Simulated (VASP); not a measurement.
Consider the following.

```xyz
4
Lattice="1.2732 -2.2052 0.0000 1.2732 2.2052 0.0000 0.0000 0.0000 4.2116" Properties=species:S:1:pos:R:3 pbc="T T T"
B      1.2732    -0.7351     2.1068
B      1.2732     0.7351     0.0009
N      1.2732    -0.7351     3.6843
N      1.2732     0.7351     1.5784
```

Computed with r2SCAN meta-GGA, VASP's PBE PAW potentials (set 64) (plane waves; VASP). Numerical set-up: 520 eV cut-off, 11×11×6 Γ-centred mesh, tetrahedra with Blöchl corrections, potentials B N.

The cores are frozen, which limits the accuracy of field gradients.

### Question
Give the principal components of the electric field gradient (V/Å²) and the asymmetry η at each nucleus.

### Answer

| atom | Vxx | Vyy | Vzz | η |
|---|---|---|---|---|
| B1 | -0.5 | -0.5 | 1.0 | 0.00 |
| B2 | -0.5 | -0.5 | 1.0 | 0.00 |
| N3 | -2.3 | -2.3 | 4.7 | 0.00 |
| N4 | -2.3 | -2.3 | 4.7 | 0.00 |

The compound is BN in the wurtzite structure, a metastable high-pressure form. It was relaxed first.
